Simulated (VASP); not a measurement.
Computed with TPSS meta-GGA, VASP's PBE PAW potentials (set 64) (plane waves; VASP).

The input files of a VASP run:

**INCAR**
```
# general
SYSTEM   =  C
PREC     =  Accurate
ENCUT    =  520
LREAL    =  F
LASPH    =  T   # aspherical one-centre terms

# electronic loop
EDIFF    =  1E-6   # SCF stop (eV)
NELM     =  100   # most electronic steps
ALGO     =  Normal   # blocked Davidson
LMIXTAU  =  T

# smearing
ISMEAR   =  1   # Methfessel-Paxton
SIGMA    =  0.1

# functional
METAGGA  =  TPSS

# ions
IBRION   =  2
NSW      =  60   # most ionic steps
ISIF     =  3   # ions, shape and volume
EDIFFG   =  -0.02

# output
LWAVE    =  F
LCHARG   =  F
```

File KPOINTS:
```
Automatic mesh
0
Gamma
13 13 4
0 0 0
```

File POSCAR:
```
C
1
    1.2331524110    -2.1358821325    -0.0000000000
    1.2331524110     2.1358821325     0.0000000000
    0.0000000000    -0.0000000000     8.0112397871
C
4
Direct
  0.0000000000   0.0000000000   0.2500000000
  0.0000000000   0.0000000000   0.7500000000
  0.3333330000   0.6666670000   0.2500000000
  0.6666670000   0.3333330000   0.7500000000
```

POTCAR, in this order: C (PBE.64 set). Program: vasp_std.

Output

### OSZICAR
```
...
DAV:   7    -0.424610157699E+02   -0.79995E-05   -0.11967E-05  1820   0.314E-02    0.272E-02
DAV:   8    -0.424610012228E+02    0.14547E-04   -0.53542E-06  1664   0.269E-02    0.260E-03
DAV:   9    -0.424610202678E+02   -0.19045E-04   -0.21332E-05  1584   0.358E-02    0.218E-02
DAV:  10    -0.424610208161E+02   -0.54834E-06   -0.25813E-06  1544   0.154E-02
   6 F= -.42461021E+02 E0= -.42461093E+02  d E =-.181218E-02
       N       E                     dE             d eps       ncg     rms          rms(c)
DAV:   1    -0.424949979861E+02   -0.33978E-01   -0.12826E+00  1536   0.921E+00    0.726E-01
DAV:   2    -0.424721102586E+02    0.22888E-01   -0.31525E-02  1536   0.140E+00    0.404E-01
DAV:   3    -0.424600048230E+02    0.12105E-01   -0.31551E-02  1608   0.130E+00    0.123E-01
DAV:   4    -0.424617287153E+02   -0.17239E-02   -0.80347E-04  1776   0.251E-01    0.123E-01
DAV:   5    -0.424583031136E+02    0.34256E-02   -0.39727E-04  1612   0.250E-01    0.820E-02
DAV:   6    -0.424627656420E+02   -0.44625E-02   -0.14399E-03  1580   0.471E-01    0.680E-02
DAV:   7    -0.424627991106E+02   -0.33469E-04   -0.40346E-05  1812   0.584E-02    0.624E-02
DAV:   8    -0.424627773540E+02    0.21757E-04   -0.21817E-05  1648   0.542E-02    0.838E-03
DAV:   9    -0.424628328634E+02   -0.55509E-04   -0.75678E-05  1588   0.660E-02    0.440E-02
DAV:  10    -0.424628333748E+02   -0.51146E-06   -0.80839E-06  1588   0.293E-02
   7 F= -.42462833E+02 E0= -.42462911E+02  d E =-.362474E-02
       N       E                     dE             d eps       ncg     rms          rms(c)
DAV:   1    -0.425885612547E+02   -0.12573E+00   -0.49061E+00  1552   0.179E+01    0.141E+00
DAV:   2    -0.425026978509E+02    0.85863E-01   -0.12387E-01  1544   0.275E+00    0.794E-01
DAV:   3    -0.424480302692E+02    0.54668E-01   -0.12840E-01  1600   0.263E+00    0.255E-01
DAV:   4    -0.424596442173E+02   -0.11614E-01   -0.44363E-03  1744   0.632E-01    0.252E-01
DAV:   5    -0.424504740293E+02    0.91702E-02   -0.14730E-03  1612   0.455E-01    0.164E-01
DAV:   6    -0.424649429220E+02   -0.14469E-01   -0.62142E-03  1552   0.930E-01    0.123E-01
DAV:   7    -0.424651620792E+02   -0.21916E-03   -0.14902E-04  1752   0.116E-01    0.122E-01
DAV:   8    -0.424650433089E+02    0.11877E-03   -0.65921E-05  1628   0.903E-02    0.287E-02
DAV:   9    -0.424652001071E+02   -0.15680E-03   -0.25852E-04  1612   0.122E-01    0.545E-02
DAV:  10    -0.424652232531E+02   -0.23146E-04   -0.34026E-05  1588   0.625E-02    0.256E-02
DAV:  11    -0.424652288762E+02   -0.56231E-05   -0.55274E-06  1588   0.232E-02    0.102E-02
DAV:  12    -0.424652280621E+02    0.81410E-06   -0.46141E-07  1220   0.786E-03
   8 F= -.42465228E+02 E0= -.42465320E+02  d E =-.601943E-02
       N       E                     dE             d eps       ncg     rms          rms(c)
DAV:   1    -0.429216620860E+02   -0.45643E+00   -0.17976E+01  1544   0.339E+01    0.266E+00
DAV:   2    -0.426123999442E+02    0.30926E+00   -0.46936E-01  1528   0.530E+00    0.153E+00
DAV:   3    -0.424323163121E+02    0.18008E+00   -0.52843E-01  1600   0.517E+00    0.528E-01
DAV:   4    -0.424509408402E+02   -0.18625E-01   -0.12931E-02  1744   0.101E+00    0.488E-01
DAV:   5    -0.424327074939E+02    0.18233E-01   -0.36261E-03  1688   0.686E-01    0.306E-01
DAV:   6    -0.424612636364E+02   -0.28556E-01   -0.16640E-02  1540   0.156E+00    0.195E-01
DAV:   7    -0.424634712810E+02   -0.22076E-02   -0.77545E-04  1728   0.325E-01    0.200E-01
DAV:   8    -0.424622102365E+02    0.12610E-02   -0.39746E-04  1556   0.218E-01    0.321E-02
DAV:   9    -0.424634770249E+02   -0.12668E-02   -0.81837E-04  1548   0.257E-01    0.579E-02
DAV:  10    -0.424635592029E+02   -0.82178E-04   -0.44769E-05  1716   0.653E-02    0.361E-02
DAV:  11    -0.424635703926E+02   -0.11190E-04   -0.64893E-06  1696   0.220E-02    0.211E-02
DAV:  12    -0.424635721118E+02   -0.17192E-05   -0.27592E-06  1648   0.192E-02    0.107E-03
DAV:  13    -0.424635730025E+02   -0.89076E-06   -0.17629E-07  1008   0.485E-03
   9 F= -.42463573E+02 E0= -.42463707E+02  d E =-.436437E-02
       N       E                     dE             d eps       ncg     rms          rms(c)
DAV:   1    -0.427171695539E+02   -0.25360E+00   -0.10089E+01  1528   0.262E+01    0.209E+00
DAV:   2    -0.425386288871E+02    0.17854E+00   -0.23278E-01  1548   0.377E+00    0.111E+00
DAV:   3    -0.424556527816E+02    0.82976E-01   -0.20910E-01  1608   0.344E+00    0.326E-01
DAV:   4    -0.424662527420E+02   -0.10600E-01   -0.88521E-03  1700   0.100E+00    0.272E-01
DAV:   5    -0.424377268797E+02    0.28526E-01   -0.16433E-02  1576   0.149E+00    0.204E-01
DAV:   6    -0.424655619014E+02   -0.27835E-01   -0.12142E-02  1572   0.131E+00    0.595E-02
DAV:   7    -0.424656654801E+02   -0.10358E-03   -0.23939E-04  1880   0.133E-01    0.390E-02
DAV:   8    -0.424656219928E+02    0.43487E-04   -0.94695E-05  1576   0.106E-01    0.101E-02
DAV:   9    -0.424657233442E+02   -0.10135E-03   -0.85916E-05  1584   0.784E-02    0.651E-03
DAV:  10    -0.424657256750E+02   -0.23308E-05   -0.23843E-06  1808   0.162E-02    0.332E-03
DAV:  11    -0.424657251604E+02    0.51454E-06   -0.22982E-07   992   0.587E-03
  10 F= -.42465725E+02 E0= -.42465827E+02  d E =-.651652E-02
       N       E                     dE             d eps       ncg     rms          rms(c)
DAV:   1    -0.424663134727E+02   -0.58780E-03   -0.11671E-02  1544   0.882E-01    0.748E-02
DAV:   2    -0.424661234179E+02    0.19005E-03   -0.28359E-04  1552   0.135E-01    0.409E-02
DAV:   3    -0.424660249718E+02    0.98446E-04   -0.31831E-04  1576   0.126E-01    0.125E-02
DAV:   4    -0.424660331232E+02   -0.81514E-05   -0.68976E-06  1756   0.249E-02    0.117E-02
DAV:   5    -0.424659853194E+02    0.47804E-04   -0.13017E-05  1628   0.442E-02    0.273E-03
DAV:   6    -0.424660346665E+02   -0.49347E-04   -0.16052E-05  1568   0.528E-02    0.451E-03
DAV:   7    -0.424660349418E+02   -0.27536E-06   -0.25974E-07  1084   0.532E-03
  11 F= -.42466035E+02 E0= -.42466137E+02  d E =-.309781E-03
       N       E                     dE             d eps       ncg     rms          rms(c)
DAV:   1    -0.424692319057E+02   -0.31972E-02   -0.10508E-01  1536   0.264E+00    0.223E-01
DAV:   2    -0.424675552721E+02    0.16766E-02   -0.25398E-03  1560   0.405E-01    0.123E-01
DAV:   3    -0.424666408557E+02    0.91442E-03   -0.28683E-03  1580   0.380E-01    0.374E-02
DAV:   4    -0.424667316852E+02   -0.90830E-04   -0.63946E-05  1716   0.762E-02    0.348E-02
DAV:   5    -0.424662303140E+02    0.50137E-03   -0.11652E-04  1616   0.133E-01    0.796E-03
DAV:   6    -0.424667532156E+02   -0.52290E-03   -0.14966E-04  1556   0.161E-01    0.129E-02
DAV:   7    -0.424667552458E+02   -0.20302E-05   -0.27290E-06  1696   0.164E-02    0.996E-03
DAV:   8    -0.424667548617E+02    0.38414E-06   -0.57391E-07  1072   0.892E-03
  12 F= -.42466755E+02 E0= -.42466861E+02  d E =-.102970E-02
       N       E                     dE             d eps       ncg     rms          rms(c)
DAV:   1    -0.424769285548E+02   -0.10173E-01   -0.41262E-01  1536   0.522E+00    0.439E-01
DAV:   2    -0.424704532179E+02    0.64753E-02   -0.98246E-03  1560   0.798E-01    0.242E-01
DAV:   3    -0.424667384593E+02    0.37148E-02   -0.11478E-02  1580   0.756E-01    0.754E-02
DAV:   4    -0.424671607755E+02   -0.42232E-03   -0.25613E-04  1700   0.152E-01    0.700E-02
DAV:   5    -0.424656927328E+02    0.14680E-02   -0.38294E-04  1628   0.237E-01    0.181E-02
DAV:   6    -0.424672548279E+02   -0.15621E-02   -0.53342E-04  1540   0.301E-01    0.262E-02
DAV:   7    -0.424672649522E+02   -0.10124E-04   -0.10128E-05  1680   0.324E-02    0.213E-02
DAV:   8    -0.424672630671E+02    0.18851E-05   -0.22608E-06  1184   0.178E-02    0.316E-03
DAV:   9    -0.424672673126E+02   -0.42455E-05   -0.51483E-06  1652   0.186E-02    0.103E-02
DAV:  10    -0.424672676719E+02   -0.35932E-06   -0.59557E-07   876   0.868E-03
  13 F= -.42467268E+02 E0= -.42467380E+02  d E =-.154251E-02
```

### OUTCAR
```
------------------------ aborting loop because EDIFF is reached ----------------------------------------
  FORCE on cell =-STRESS in cart. coord.  units (eV):
  Direction    XX          YY          ZZ          XY          YZ          ZX
  --------------------------------------------------------------------------------------
  Total       -0.0488562     -0.0488562     -0.0027135      0.0000000      0.0000000      0.0000000
  in kB       -1.6949955     -1.6949948     -0.0941426      0.0000000      0.0000000      0.0000000
  external PRESSURE =      -1.1613776 kB  Pullay stress =       0.0000000 kB
  volume of cell :       46.18
      direct lattice vectors                 reciprocal lattice vectors
     1.233040530 -2.135688350  0.000000000     0.405501675 -0.234116555  0.000000000
     1.233040530  2.135688350 -0.000000000     0.405501675  0.234116555  0.000000000
    -0.000000000 -0.000000000  8.768324039     0.000000000  0.000000000  0.114046880
 POSITION                                       TOTAL-FORCE (eV/Angst)
 -----------------------------------------------------------------------------------
     -0.00000     -0.00000      2.19208         0.000000     -0.000000      0.000000
     -0.00000     -0.00000      6.57624        -0.000000      0.000000      0.000000
      1.23304      0.71190      2.19208        -0.000000     -0.000000      0.000000
      1.23304     -0.71190      6.57624         0.000000      0.000000     -0.000000
 -----------------------------------------------------------------------------------
    total drift:                                0.000000     -0.000000      0.000000
  FREE ENERGIE OF THE ION-ELECTRON SYSTEM (eV)
  ---------------------------------------------------
  free  energy   TOTEN  =       -42.4672676719 eV

  energy  without entropy=      -42.4676048446  energy(sigma->0) =      -42.46738006

 reached required accuracy - stopping structural energy minimisation
```
(Selected blocks of OUTCAR.)

### CONTCAR
```
C
   1.00000000000000
     1.2330405303488730   -2.1356883497303540    0.0000000000000000
     1.2330405303488730    2.1356883497303540   -0.0000000000000000
    -0.0000000000000000   -0.0000000000000000    8.7683240390767736
  C
     4
Direct
     0.0000000000000000    0.0000000000000000    0.2500000000000000
     0.0000000000000000    0.0000000000000000    0.7500000000000000
     0.3333330000000032    0.6666669999999968    0.2500000000000000
     0.6666669999999968    0.3333330000000032    0.7500000000000000
```

Energy and stress use the plane-wave basis of the starting cell. Without a dispersion term in the relaxation, distances and binding between the weakly bound layers, chains or molecules are unreliable, and so is what depends on them.

The compound is C in the graphite structure. This run relaxes it. Symmetry was kept, so distortions that lower it aren't found. The start is the result of an earlier pass.
